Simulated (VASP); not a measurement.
NiMoIrPdW:

```
Ni Mo Pd Ir W
1.0
     2.76078    0.00000    0.00000
    -1.38039    2.39090    0.00000
     0.00000    0.00000   11.34051
Ni Mo Pd Ir W
1 1 1 1 1
Direct
  0.00000 0.00000 0.70917
  0.66667 0.33333 0.29425
  0.66667 0.33333 0.89901
  0.00000 0.00000 0.10604
  0.66667 0.33333 0.52921
```

The cell was built by a generator and needn't be a form met in nature.

```yaml
Program: VASP 6.6.1
Task: relaxation of cell and atoms
Functional: PBE
Dispersion: D3
Potentials_or_basis: VASP PAW PBE potentials, release 64 (Ni, Mo_sv, Pd, Ir, W_sv)
Cutoff: 600 eV
k_mesh: 11 × 11 × 3
Occupations: fermi-dirac, width 0.05 eV
Spin: collinear spin, ferromagnetic start
Starting_moments: "[1.0, 1.0, 0.0, 0.6, 0.0] μB"
```

At the start: pressure -6.5 GPa; volume 14.97 Å³/atom.

Task: Where does the relaxation end?

Result: Over 26 steps the energy falls by 11.1 meV/atom and the volume is 14.50 Å³/atom (-3.2 %); space group P3m1 (No. 156, to 0.05 Å); moment 0.00 μB per cell.

The path:
```
step  energy change (eV)  largest force (eV/Å)  pressure (GPa)  volume (Å³)
   1              0.0000                0.2691           -6.52        74.86
   2              0.1591                0.6807           17.13        68.44
   3             -0.0470                0.4202            0.09        72.69
   4             -0.0471                0.4222            0.08        72.64
   5              0.0027                0.5584            8.10        70.52
   6             -0.0470                0.4270            0.45        72.60
   7             -0.0532                0.1202            0.31        72.44
   8             -0.0533                0.1090            0.41        72.45
   9             -0.0543                0.0776           -0.75        72.77
  10             -0.0544                0.0799           -0.64        72.71
  11             -0.0554                0.0380           -0.26        72.59
  12             -0.0555                0.0537           -0.11        72.55
  13             -0.0556                0.0255            0.08        72.49
  14             -0.0556                0.0181            0.03        72.47
  15             -0.0556                0.0118            0.04        72.45
  16             -0.0556                0.0139            0.22        72.45
  17             -0.0556                0.0166            0.23        72.47
  18             -0.0556                0.0182            0.14        72.47
  19             -0.0556                0.0144           -0.09        72.52
  20             -0.0556                0.0105            0.01        72.49
  21             -0.0556                0.0090            0.00        72.50
  22             -0.0556                0.0054            0.01        72.50
  23             -0.0556                0.0078            0.03        72.50
  24             -0.0556                0.0074            0.01        72.50
  25             -0.0556                0.0063           -0.02        72.50
  26             -0.0556                0.0046           -0.02        72.50
```

Final structure:
```
Ni Mo Pd Ir W
1.0
     2.73458    0.00000    0.00000
    -1.36729    2.36821    0.00000
     0.00000    0.00000   11.19459
Ni Mo Pd Ir W
1 1 1 1 1
Direct
  0.00000 0.00000 0.71092
  0.66667 0.33333 0.29511
  0.66667 0.33333 0.89800
  0.00000 0.00000 0.10344
  0.66667 0.33333 0.53021
```

Caveat: pairwise dispersion overbinds metals, which lowers pressure and volume.
